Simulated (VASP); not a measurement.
These are PBEsol GGA, VASP's PBE PAW potentials (set 64) (plane waves; VASP) values and carry that method's errors.

The input files of a VASP run:

File POSCAR:
```
RhN
1
    3.0659190004    -0.0000000000     0.0000000000
   -1.5329595002     2.6551640718     0.0000000000
    0.0000000000     0.0000000000     5.7484186739
Rh N
2 2
Direct
  0.3333330000   0.6666670000   0.0087090849
  0.6666670000   0.3333330000   0.5087090849
  0.3333330000   0.6666670000   0.3662909151
  0.6666670000   0.3333330000   0.8662909151
```

### INCAR
```
! general
SYSTEM   =  RhN
PREC     =  Accurate
ENCUT    =  520   ! plane-wave cut-off (eV)
LREAL    =  .FALSE.   ! projection in real space or not
LASPH    =  .TRUE.

! electronic loop
EDIFF    =  1E-7
NELM     =  100   ! most electronic steps
ALGO     =  Normal
LMAXMIX  =  4   ! l cut-off of mixed one-centre charges

! smearing
ISMEAR   =  -5   ! tetrahedra, Bloechl

! functional
GGA      =  PS   ! PBEsol

! ions
ISIF     =  2   ! forces and stress, cell fixed

! output
LWAVE    =  .FALSE.
LCHARG   =  .TRUE.
LORBIT   =  11
NEDOS    =  601

! other
LEFG     =  .TRUE.
```

### KPOINTS
```
kpoints
0
G
  13 13 6
```

POTCAR, in this order: Rh_pv N (PBE.64 set). Program: vasp_std.

What VASP printed:

### OSZICAR
```
       N       E                     dE             d eps       ncg     rms          rms(c)
DAV:   1     0.438117096838E+03    0.43812E+03   -0.25125E+04  4048   0.182E+03
DAV:   2    -0.180023971273E+02   -0.45612E+03   -0.44969E+03  4936   0.532E+02
DAV:   3    -0.356537009266E+02   -0.17651E+02   -0.17524E+02  4336   0.111E+02
DAV:   4    -0.359358685072E+02   -0.28217E+00   -0.27932E+00  4768   0.137E+01
DAV:   5    -0.359396526006E+02   -0.37841E-02   -0.37772E-02  4352   0.154E+00    0.342E+01
DAV:   6    -0.333270522101E+02    0.26126E+01   -0.38053E+01  4680   0.519E+01    0.145E+01
DAV:   7    -0.318103165573E+02    0.15167E+01   -0.10531E+01  4696   0.313E+01    0.116E+01
DAV:   8    -0.316939002765E+02    0.11642E+00   -0.87623E-01  4160   0.797E+00    0.108E+00
DAV:   9    -0.316793459611E+02    0.14554E-01   -0.66190E-02  4656   0.172E+00    0.349E-01
DAV:  10    -0.316793163987E+02    0.29562E-04   -0.30793E-03  4192   0.464E-01    0.167E-01
DAV:  11    -0.316792270481E+02    0.89351E-04   -0.45871E-04  4712   0.145E-01    0.406E-02
DAV:  12    -0.316792243667E+02    0.26814E-05   -0.35378E-05  4208   0.581E-02    0.116E-02
DAV:  13    -0.316792246725E+02   -0.30575E-06   -0.12546E-06  4648   0.116E-02    0.700E-03
DAV:  14    -0.316792248684E+02   -0.19597E-06   -0.12165E-07  2360   0.313E-03    0.104E-03
DAV:  15    -0.316792248242E+02    0.44221E-07   -0.34681E-08  2168   0.167E-03
   1 F= -.31679225E+02 E0= -.31679225E+02  d E =0.000000E+00
```

OUTCAR:
```
------------------------ aborting loop because EDIFF is reached ----------------------------------------
  FORCE on cell =-STRESS in cart. coord.  units (eV):
  Direction    XX          YY          ZZ          XY          YZ          ZX
  --------------------------------------------------------------------------------------
  Total        0.0983442      0.0983442     -0.2049265      0.0000000      0.0000000      0.0000000
  in kB        3.3671232      3.3671240     -7.0163009      0.0000000      0.0000000      0.0000000
  external PRESSURE =      -0.0940179 kB  Pullay stress =       0.0000000 kB
  volume of cell :       46.80
      direct lattice vectors                 reciprocal lattice vectors
     3.065919000  0.000000000  0.000000000     0.326166477  0.188312280  0.000000000
    -1.532959500  2.655164072  0.000000000     0.000000000  0.376624560  0.000000000
     0.000000000  0.000000000  5.748418674     0.000000000  0.000000000  0.173960885
 POSITION                                       TOTAL-FORCE (eV/Angst)
 -----------------------------------------------------------------------------------
     -0.00000      1.77011      0.05006         0.000000     -0.000000     -0.039885
      1.53296      0.88505      2.92427         0.000000     -0.000000     -0.039885
     -0.00000      1.77011      2.10559        -0.000000      0.000000      0.039885
      1.53296      0.88505      4.97980        -0.000000     -0.000000      0.039885
 -----------------------------------------------------------------------------------
    total drift:                               -0.002265      0.001307      0.000334
  FREE ENERGIE OF THE ION-ELECTRON SYSTEM (eV)
  ---------------------------------------------------
  free  energy   TOTEN  =       -31.6792248242 eV

  energy  without entropy=      -31.6792248242  energy(sigma->0) =      -31.67922482

 total charge

# of ion       s       p       d       tot
------------------------------------------
    1        0.393   6.346   7.162  13.901
    2        0.393   6.346   7.162  13.901
    3        1.267   2.351   0.000   3.618
    4        1.267   2.351   0.000   3.618
--------------------------------------------------
tot          3.319  17.393  14.324  35.036

 Electric field gradients after diagonalization (V/A^2)
 (convention: |V_zz| > |V_xx| > |V_yy|)
----------------------------------------------------------------------
 ion       V_xx      V_yy      V_zz     asymmetry (V_yy - V_xx)/ V_zz
----------------------------------------------------------------------
   1      15.420    15.415   -30.834       0.000
   2      15.420    15.415   -30.835       0.000
   3      -2.022    -2.021     4.043       0.000
   4      -2.022    -2.021     4.043       0.000
```
(Selected blocks of OUTCAR.)

For a metal the tetrahedron method with Blöchl corrections gives inexact stress and forces.

The structure was generated: RhN was put into the wurtzite type (P6_3mc), which need not be its known phase. It was relaxed first, which changed the volume by -21 %.
